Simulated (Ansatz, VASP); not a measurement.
## Two plane-wave programs on AlSiB

```
Al Si B
1.0
     2.98955    0.00000    0.00000
     0.00000    2.98955    0.00000
     0.00000    0.00000    5.08751
Al Si B
1 1 1
Direct
  0.00000 0.00000 0.00000
  0.00000 0.00000 0.50000
  0.50000 0.50000 0.50000
```

Alike in both runs: task relaxation of cell and atoms; functional PBE; k mesh 16 × 16 × 10; occupations gaussian, width 0.1 eV; no spin polarisation.

|  | VASP | Ansatz |
| --- | --- | --- |
| version | VASP 6.6.1 | Ansatz 0.2.0 |
| potentials or method | VASP PAW PBE potentials, release 64 (Al, Si, B) | scalar-relativistic, plane waves, PAW |
| plane-wave cutoff (eV) | 600 | 420 |
| valence electrons in the cell | 10 | 10 |

VASP gave:

- gap on the k mesh at the Fermi level, each at its own relaxed structure (eV): none
- relaxed volume (Å³/atom): 15.24
- relaxed cell length with the largest relative difference (Å): 5.140

Q: Estimate Ansatz's values.

A: gap on the k mesh at the Fermi level, each at its own relaxed structure (eV): none; relaxed volume (Å³/atom): 15.26; relaxed cell length with the largest relative difference (Å): 5.143.

A gap of «none» marks a metal or a gap that the smearing closes.
